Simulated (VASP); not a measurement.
# Zn4Te3O (P1) in VASP: relaxation of cell and atoms with PBE

Aim: the relaxation of cell and atoms of Zn4Te3O with PBE.

All numbers are computed with VASP 6.6.1; they aren't measurements. Logs are shortened: lines on timing, memory, paths and dates and some standing lists are left out, and cuts for length are marked.

## Step 1: Starting point

The typed cell holds 8 atoms: a = 4.129 Å, b = 4.143 Å, c = 11.058 Å, α = 91.22°, β = 89.34°, γ = 91.00°.

The cell was built by a generator and needn't be a form met in nature.

## Step 2: Relaxation of cell and atoms, PBE

Input file INCAR:

```
  PREC = Normal
  ENCUT = 520
  EDIFF = 1E-5
  ISMEAR = 0
  SIGMA = 0.15
  LREAL = Auto
  LASPH = T
  NELM = 80
  ALGO = Fast
  ISIF = 3
  LWAVE = F
  LCHARG = F
  GGA = PE
  IBRION = 2
  NSW = 110
  EDIFFG = -0.03
  ISYM = 0
  KPAR = 4
```

Input file KPOINTS:

```
Automatic mesh
0
Gamma
  6 6 2
```

Input file POSCAR:

```
Zn4Te3O
1.0
    4.1286838600     -0.0358999200      0.0234854400
   -0.0358999200      4.1424992900     -0.0436825900
    0.0633685700     -0.1178646500     11.0570626800
Zn Te O
4 3 1
Direct
    0.9763886200      0.5040188300      0.0875083000
    0.4659950200      0.0008888600      0.9311682100
    0.4742733200      0.0059122700      0.3509189700
    0.0072180500      0.5015761300      0.6429396400
    0.5414854600      0.5036392400      0.2175865500
    0.5179656800      0.5328514100      0.7786170200
    0.9538665200      0.0140202100      0.5124539900
    0.0261024600      0.0055483400      0.9903894100
```

Potentials or basis: VASP PAW PBE potentials, release 64 (Zn, Te, O).

Command:

```bash
> cat potpaw_PBE.64/Zn/POTCAR potpaw_PBE.64/Te/POTCAR potpaw_PBE.64/O/POTCAR > POTCAR
> mpirun -np 4 vasp_std > vasp.out
```

OUTCAR:

```text
PREC = Normal
   ENCUT = 520
   EDIFF = 1E-5
   ISMEAR = 0
   LREAL = Auto
   LASPH = T
   NELM = 80
   ISIF = 3
   GGA = PE
   IBRION = 2
   NSW = 110
   EDIFFG = -0.03
   ISYM = 0

 ion  position               nearest neighbor table
   1  0.976  0.504  0.088-   5 2.29   8 2.32   8 2.36   5 2.76
   2  0.466  0.001  0.931-   8 1.92   8 2.41   6 2.55   6 2.81
   3  0.474  0.006  0.351-   5 2.54   5 2.57   7 2.68   7 2.78
   4  0.007  0.502  0.643-   7 2.47   6 2.51   6 2.60   7 2.61
   5  0.541  0.504  0.218-   1 2.29   3 2.54   3 2.57   1 2.76
   6  0.518  0.533  0.779-   4 2.51   2 2.55   4 2.60   2 2.81
   7  0.954  0.014  0.512-   4 2.47   4 2.61   3 2.68   3 2.78
   8  0.026  0.006  0.990-   2 1.92   1 2.32   1 2.36   2 2.41

IMPORTANT INFORMATION: All symmetrisations will be switched off!
NOSYMM: (Re-)initialisation of all symmetry stuff for point group C_1.

----------------------------------------------------------------------------------------

                                     Primitive cell

  volume of cell :     189.0682

  direct lattice vectors                    reciprocal lattice vectors
     4.128683860 -0.035899920  0.023485440     0.242233836  0.002084853 -0.001366030
    -0.035899920  4.142499290 -0.043682590     0.002084853  0.241445244  0.002561778
     0.063368570 -0.117864650 11.057062680    -0.000506273  0.000949437  0.090452954

  length of vectors
     4.128906730  4.142885147 11.057872434     0.242246659  0.241467834  0.090459354

  position of ions in fractional coordinates (direct lattice)
     0.976388620  0.504018830  0.087508300
     0.465995020  0.000888860  0.931168210
     0.474273320  0.005912270  0.350918970
     0.007218050  0.501576130  0.642939640
     0.541485460  0.503639240  0.217586550
     0.517965680  0.532851410  0.778617020
     0.953866520  0.014020210  0.512453990
     0.026102460  0.005548340  0.990389410

  ion indices of the primitive-cell ions
   primitive index   ion index
                 1           1
                 2           2
                 3           3
                 4           4
                 5           5
                 6           6
                 7           7
                 8           8

----------------------------------------------------------------------------------------

 KPOINTS: Automatic mesh

Automatic generation of k-mesh.
 Grid dimensions read from file:
 generate k-points for:    6    6    2

 Generating k-lattice:

  Cartesian coordinates                     Fractional coordinates (reciprocal lattice)
     0.040372306  0.000347476 -0.000227672     0.166666667 -0.000000000  0.000000000
     0.000347476  0.040240874  0.000426963    -0.000000000  0.166666667  0.000000000
    -0.000253137  0.000474719  0.045226477     0.000000000  0.000000000  0.500000000

  Length of vectors
     0.040374443  0.040244639  0.045229677

  Shift w.r.t. Gamma in fractional coordinates (k-lattice)
     0.000000000  0.000000000  0.000000000

 Subroutine IBZKPT returns following result:
 ===========================================

 Found     40 irreducible k-points:

 Following reciprocal coordinates:
            Coordinates               Weight
  0.000000  0.000000  0.000000      1.000000
  0.166667  0.000000 -0.000000      2.000000
  0.333333 -0.000000  0.000000      2.000000
  0.500000 -0.000000 -0.000000      1.000000
  0.000000  0.166667  0.000000      2.000000
  0.166667  0.166667 -0.000000      2.000000
[... 16 lines left out ...]
  0.333333 -0.000000  0.500000      2.000000
  0.500000 -0.000000  0.500000      1.000000
 [... further k-points ...]
   k-points           NKPTS =     40   k-points in BZ     NKDIM =     40   number of bands    NBANDS=     43
   number of dos      NEDOS =    301   number of ions     NIONS =      8
   total plane-waves  NPLWV =  36864
   dimension x,y,z NGX =    24 NGY =   24 NGZ =   64
   dimension x,y,z NGXF=    48 NGYF=   48 NGZF=  128
   ions per type =               4   3   1
   NGX,Y,Z   is equivalent  to a cutoff of   9.66,  9.63,  9.62 a.u.
   NGXF,Y,Z  is equivalent  to a cutoff of  19.33, 19.26, 19.24 a.u.
 SYSTEM =  unknown system
   PREC   = normal    normal or accurate (medium, high low for compatibility)
   ISTART =      0    job   : 0-new  1-cont  2-samecut
   ICHARG =      2    charge: 1-file 2-atom 10-const
   ISPIN  =      1    spin polarized calculation?
   LNONCOLLINEAR =      F non collinear calculations
   LSORBIT =      F    spin-orbit coupling
   LASPH  =      T    aspherical Exc in radial PAW
   ENCUT  =  520.0 eV  38.22 Ry    6.18 a.u.   7.68  7.70 20.56*2*pi/ulx,y,z
   NELM   =     80;   NELMIN=  2; NELMDL= -5     # of ELM steps
   EDIFF  = 0.1E-04   stopping-criterion for ELM
   LREAL  =      T    real-space projection
   EDIFFG = -.3E-01   stopping-criterion for IOM
   NSW    =    110    number of steps for IOM
   IBRION =      2    ionic relax: 0-MD 1-quasi-New 2-CG
   NFREE  =      1    steps in history (QN), initial steepest desc. (CG)
   ISIF   =      3    stress and relaxation
   ISYM   =      0    0-nonsym 1-usesym 2-fastsym
   POTIM  = 0.5000    time-step for ionic-motion
   TEBEG  =    0.0;   TEEND  =   0.0 temperature during run
   PSTRESS=    0.0 pullay stress
   NELECT =      72.0000    total number of electrons
   NUPDOWN=      -1.0000    fix difference up-down
   EMIN   =  10.00;   EMAX   =-10.00  energy-range for DOS
   EFERMI =   0.00;   METHOD = LEGACY
   ISMEAR =     0;   SIGMA  =   0.15  broadening in eV -4-tet -1-fermi 0-gaus
   EFERMI_NEDOS =   21; number of points for ismear=-14 and -15
   IALGO  =     68    algorithm
   IMIX   =      4    mixing-type and parameters
     AMIX     =   0.40;   BMIX     =  1.00
     AMIX_MAG =   1.60;   BMIX_MAG =  1.00
  volume/ion in A,a.u.               =      23.63       159.49
  Fermi-wavevector in a.u.,A,eV,Ry     =   1.186623  2.242393 19.158015  1.408074
  Thomas-Fermi vector in A             =   2.322792
   LORBIT       =      0    0 simple, 1 ext, 2 COOP (PROOUT), +10 PAW based schemes
   GGA     = PE    functional components
   LHFCALC =     F    Hartree Fock is set to
   AEXX    =    0.0000 exact exchange contribution
   IVDW    =     0    specifies the selected vdW correction
   LEPSILON=     F    determine dielectric tensor
   LRPA    =     F    only Hartree local field effects (RPA)
 conjugate gradient relaxation of ions
 non-spin polarized calculation
 RMM-DIIS sequential band-by-band and
 Gauss-broadening in eV      SIGMA  =   0.15
  energy-cutoff  :      520.00
  volume of cell :      189.07
 maximum number of plane-waves:      5108
   NGX = 15   NGY = 15   NGZ = 41

--------------------------------------- Ionic step        1  -------------------------------------------

 number of electron      72.0000027 magnetization

 Free energy of the ion-electron system (eV)
  ---------------------------------------------------
  ext. energy  EPLUGINS =         0.00000000
  ---------------------------------------------------
  free energy    TOTEN  =       -22.01411092 eV

  energy without entropy =      -22.01376391  energy(sigma->0) =      -22.01393742

------------------------ aborting loop because EDIFF is reached ----------------------------------------

  FORCE on cell =-STRESS in cart. coord.  units (eV):
  Direction    XX          YY          ZZ          XY          YZ          ZX
  --------------------------------------------------------------------------------------
  -------------------------------------------------------------------------------------
  Total        5.6898659      2.9815341      4.8904057      0.1719291      2.1956156     -4.1641375
  in kB       48.2163159     25.2657254     41.4416354      1.4569389     18.6057981    -35.2871880
  external PRESSURE =      38.3078922 kB  Pullay stress =       0.0000000 kB
[... 107 lines left out ...]
  FREE ENERGIE OF THE ION-ELECTRON SYSTEM (eV)
  ---------------------------------------------------
  free  energy   TOTEN  =       -22.7814579700 eV

  energy  without entropy=      -22.7802720293  energy(sigma->0) =      -22.78086500

[... ionic steps 4 to 101 ...]

--------------------------------------- Ionic step      102  -------------------------------------------

 number of electron      72.0000012 magnetization

------------------------ aborting loop because EDIFF is reached ----------------------------------------

  FORCE on cell =-STRESS in cart. coord.  units (eV):
  Direction    XX          YY          ZZ          XY          YZ          ZX
  --------------------------------------------------------------------------------------
  -------------------------------------------------------------------------------------
  Total       -0.0057628     -0.1221406     -0.0547851      0.0019319     -0.0462231     -0.0588834
  in kB       -0.0444409     -0.9419117     -0.4224863      0.0148983     -0.3564590     -0.4540908
  external PRESSURE =      -0.4696130 kB  Pullay stress =       0.0000000 kB
[... 69 lines left out ...]
  energy  without entropy=      -23.1269780872  energy(sigma->0) =      -23.12697810

--------------------------------------- Ionic step      104  -------------------------------------------

 number of electron      72.0000029 magnetization

 Free energy of the ion-electron system (eV)
  ---------------------------------------------------
  ext. energy  EPLUGINS =         0.00000000
  ---------------------------------------------------
  free energy    TOTEN  =       -23.12730856 eV

  energy without entropy =      -23.12730853  energy(sigma->0) =      -23.12730855

 E-fermi :   2.8305     XC(G=0):  -8.9012

 val. band max:        2.3205989335   @ k =   0.0000   0.0000   0.0000
 cond. band min:       3.3347764341   @ k =   0.0000   0.0000   0.0000
 fundamental gap:      1.0141775006
 Fermi energy:         2.8304877657

 k-point     1 :       0.0000    0.0000    0.0000
  band No.  band energies     occupation
      1     -14.4771      2.00000
      2      -9.1123      2.00000
      3      -8.7151      2.00000
      4      -8.3480      2.00000
      5      -4.4255      2.00000
      6      -4.4106      2.00000
[... 1093 lines left out ...]
     42       7.2322      0.00000
     43       7.8245      0.00000

 [... further k-points ...]

------------------------ aborting loop because EDIFF is reached ----------------------------------------

  FORCE on cell =-STRESS in cart. coord.  units (eV):
  Direction    XX          YY          ZZ          XY          YZ          ZX
  --------------------------------------------------------------------------------------
  -------------------------------------------------------------------------------------
  Total       -0.0685033     -0.0121172     -0.0412756     -0.0219666      0.0095674     -0.0392341
  in kB       -0.5281564     -0.0934228     -0.3182327     -0.1693611      0.0737640     -0.3024924
  external PRESSURE =      -0.3132706 kB  Pullay stress =       0.0000000 kB
[... 23 lines left out ...]
  FREE ENERGIE OF THE ION-ELECTRON SYSTEM (eV)
  ---------------------------------------------------
  free  energy   TOTEN  =       -23.1273085630 eV

  energy  without entropy=      -23.1273085335  energy(sigma->0) =      -23.12730855

 reached required accuracy - stopping structural energy minimisation
```

Wall time 56 min (4 MPI ranks of Intel Xeon Platinum 8375C at 2.90GHz (Ice Lake), shared host); peak memory 0.34 GiB.

What came out:

```
Free energy                            : -23.1273 eV
Relaxed volume                         : 25.98 Å³/atom
Relaxed cell                           : a = 4.308 Å, b = 4.263 Å, c = 11.315 Å, α = 90.07°, β = 89.41°, γ = 89.72°
Space group after relaxing (to 0.05 Å) : P1 (No. 1)
Energy gained by relaxing              : 139.1 meV/atom
Ionic steps                            : 104
Pressure after relaxing                : 0.0 GPa
Largest force after relaxing           : 0.030 eV/Å
Band gap on the k mesh                 : 1.01 eV, direct
```

Forces in eV/Å, atoms in the order of the input:
```
Zn  -0.017  0.015  0.011
Zn   0.004  0.004 -0.007
Zn  -0.002 -0.002 -0.025
Zn  -0.005 -0.009  0.002
Te   0.002 -0.007  0.013
Te   0.002  0.010  0.019
Te   0.003 -0.007  0.014
O    0.013 -0.004 -0.027
```

The path:
```csv
step,energy change (eV),largest force (eV/Å),pressure (GPa),volume (Å³)
1,0.0000,3.8634,3.83,189.07
4,-0.9328,0.4740,-0.36,196.01
7,-0.9885,0.2517,0.02,194.70
10,-0.9986,0.1966,-0.04,194.76
13,-1.0143,0.1199,-0.03,194.75
16,-1.0271,0.1259,0.07,195.43
19,-1.0304,0.1251,-0.27,196.08
22,-1.0321,0.1591,0.05,195.65
25,-1.0421,0.1321,0.22,195.77
28,-1.0518,0.1937,-0.49,199.08
31,-1.0584,0.1427,-0.07,198.00
34,-1.0618,0.1266,0.09,198.07
37,-1.0667,0.1037,-0.09,199.15
40,-1.0699,0.0915,0.19,198.95
43,-1.0727,0.0747,0.04,200.16
46,-1.0768,0.1222,-0.11,201.22
49,-1.0787,0.0844,0.08,201.21
52,-1.0822,0.0971,0.14,202.02
55,-1.0851,0.0858,-0.19,203.87
58,-1.0879,0.0739,-0.04,203.67
61,-1.0891,0.0554,0.25,203.21
64,-1.0909,0.0763,-0.22,205.71
67,-1.0910,0.0733,-0.04,204.40
70,-1.0912,0.0661,-0.09,204.69
73,-1.0926,0.0595,0.04,204.32
76,-1.0947,0.0814,0.10,204.44
79,-1.0952,0.1057,-0.02,204.64
82,-1.0984,0.1022,0.10,204.77
85,-1.1014,0.1473,-0.21,207.55
88,-1.1050,0.1413,-0.06,207.84
91,-1.1085,0.1022,0.01,207.20
94,-1.1085,0.0957,0.01,207.28
97,-1.1097,0.0717,0.00,207.10
100,-1.1114,0.0694,0.15,206.96
103,-1.1129,0.0508,-0.05,207.78
104,-1.1132,0.0298,-0.03,207.81
```

Final structure:
```
Zn Te O
1.0
     4.30828    0.01063    0.02264
     0.01011    4.26320   -0.00254
     0.05785   -0.00803   11.31447
Zn Te O
4 3 1
Direct
  0.01019 0.39564 0.09775
  0.36524 0.00856 0.90452
  0.51190 0.04430 0.36194
  0.02246 0.52189 0.63982
  0.51052 0.53817 0.22083
  0.51279 0.51275 0.77981
  0.00785 0.02177 0.50018
  0.02234 0.02537 0.00673
```

Caveat: spin-orbit coupling is left out, which moves the levels of the heavy elements.
